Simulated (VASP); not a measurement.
## PtF2: single point with PBE

The system is PtF2.

```
Pt F
1.0
     0.00000    2.72415    2.72415
     2.72415    0.00000    2.72415
     2.72415    2.72415    0.00000
Pt F
1 2
Cartesian
  1.3621 1.3621 1.3621
  4.0862 4.0862 4.0862
  2.7242 2.7242 2.7242
```

The cell was built by a generator and needn't be a form met in nature.

The cell isn't the ideal one: random cell by space group and Wyckoff sites (F-43m, No. 216).

| Quantity | Value |
| --- | --- |
| Program | VASP 6.6.1 |
| Task | single point |
| Functional | PBE |
| Potentials or basis | VASP PAW PBE potentials, release 64 (Pt, F) |
| Cutoff | 520 eV |
| k mesh | 14 × 14 × 14 |
| Occupations | gaussian, width 0.1 eV |
| Spin | collinear spin, typed start |
| Starting moments | [1.44, 0.26, 0.26] μB |
| Dipole correction | no |
| Further INCAR settings | ALGO = Fast; EDIFF = 1e-07; NBANDS = 23 |

```
Pressure                                              : -0.4 GPa
Band gap on the k mesh                                : none (metal or under the smearing width)
Net moment                                            : 2.01 μB per cell
Site moments                                          : Pt +1.51; F +0.19, +0.27 μB
Valence electrons inside the program's atomic spheres : Pt 8.36; F 5.99, 5.98
```

Levels at points of the mesh, in eV from the Fermi level:
Spin up:
```tsv
k point	band 9	band 10	band 11	band 12	band 13	band 14	band 15	band 16	band 17	band 18
(0.00, 0.00, 0.00)	-1.94	-1.94	-0.65	-0.51	-0.51	-0.51	13.48	13.48	13.48	16.56
(0.50, 0.00, 0.00)	-1.53	-0.98	-0.98	-0.56	-0.56	3.58	6.34	11.38	11.38	16.28
(0.50, 0.50, 0.00)	-2.12	-1.65	-1.58	-0.93	-0.93	3.50	6.90	11.60	11.60	16.00
```
Spin down:
```
           k point  band 9  band 10  band 11  band 12  band 13  band 14
(0.00, 0.00, 0.00)   -1.08    -1.08    -0.18     0.49     0.49     0.49
(0.50, 0.00, 0.00)   -0.59     0.04     0.04     0.21     0.21     4.20
(0.50, 0.50, 0.00)   -1.14    -0.76    -0.72     0.06     0.06     4.14
```

Run time: 3.5 min on 1 thread of Intel(R) Xeon(R) Platinum 8488C (Sapphire Rapids) (shared host), peak memory 0.29 GiB.

Spin-orbit coupling is left out, which matters for the levels of Pt.
